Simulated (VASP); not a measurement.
Energy against volume of AuAl2 (fluorite). Level of theory: PBE GGA, VASP's PBE PAW potentials (set 64) (plane waves; VASP 6.6.1).

| V (Å³/atom) | E (eV/atom) |
|---|---|
| 17.399 | -3.98056 |
| 17.954 | -3.99949 |
| 18.509 | -4.00532 |
| 19.065 | -4.00016 |
| 19.620 | -3.98578 |

Q: Fit a third-order Birch-Murnaghan equation of state.

A: 
- volume per atom: 18.51 Å³/atom
- bulk modulus: 105 GPa
- pressure derivative of the bulk modulus: 4.85
- lattice constant a: 6.056 Å

The compound is AuAl2 in the fluorite structure. It was relaxed first.
